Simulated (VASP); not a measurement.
An input for Quantum ESPRESSO's pw.x (written as the equivalent of a VASP run, and not itself run):

```
&CONTROL
  calculation = 'scf'
  pseudo_dir = './pseudo'
  outdir = './out'
  tprnfor = .true.
  tstress = .true.
/
&SYSTEM
  ibrav = 0
  nat = 4
  ntyp = 2
  ecutwfc = 86
  occupations = 'smearing'
  smearing = 'fermi-dirac'
  degauss = 0.00735
  input_dft = 'pbe'
/
&ELECTRONS
  conv_thr = 7.3e-08
  electron_maxstep = 100
/
ATOMIC_SPECIES
  Mo 95.950 Mo.upf
  Se 78.971 Se.upf
CELL_PARAMETERS angstrom
    -1.6751160    1.6751160    5.6711170
     1.6751160   -1.6751160    5.6711170
     1.6751160    1.6751160   -5.6711170
ATOMIC_POSITIONS crystal
  Mo   0.7500000  0.7500000  0.0000000
  Mo   0.5000000  0.0000000  0.5000000
  Se   0.1660000  0.1660000  0.0000000
  Se   0.9160000  0.4160000  0.5000000
K_POINTS automatic
  1 1 1 0 0 0
```

Write the VASP files for the same calculation (PBE).

Several could match; the one computed here: 
**KPOINTS**
```
Regular mesh
0
gamma
 1 1 1
0 0 0
```

POSCAR:
```
MoSe
1
   -1.6751160000     1.6751160000     5.6711170000
    1.6751160000    -1.6751160000     5.6711170000
    1.6751160000     1.6751160000    -5.6711170000
Mo Se
2 2
Direct
  0.7500000000   0.7500000000   0.0000000000
  0.5000000000   0.0000000000   0.5000000000
  0.1660000000   0.1660000000   0.0000000000
  0.9160000000   0.4160000000   0.5000000000
```

INCAR:
```
! general
SYSTEM   =  MoSe
PREC     =  Accurate
ENCUT    =  300
LREAL    =  .FALSE.
LASPH    =  .TRUE.

! electronic loop
EDIFF    =  1E-6
NELM     =  100
ALGO     =  Normal
LMAXMIX  =  4

! smearing
ISMEAR   =  -1
SIGMA    =  0.1

! functional
GGA      =  PE

! ions
ISIF     =  2

! output
LWAVE    =  .FALSE.
LCHARG   =  .FALSE.
```

POTCAR, in this order: Mo_sv Se (PBE.64 set). Program: vasp_std.

What does not carry over: the potentials are each code's own (VASP's PAW set, PseudoDojo norm-conserving files in pw.x), so ENCUT and ecutwfc are chosen apart and not converted; conv_thr bounds pw.x's estimated SCF error, while EDIFF bounds the energy change between steps.

The structure was generated: MoSe was put into an ordered model structure, which need not be its known phase. The cell was not relaxed at this level. The k-mesh is coarse (spacing up to 2.65 per Å, 2π included), so the numbers may not be converged in it. The run is one of a series of settings (KPOINTS 1×1×1 Γ-centred mesh against the base run), some of them coarse on purpose.
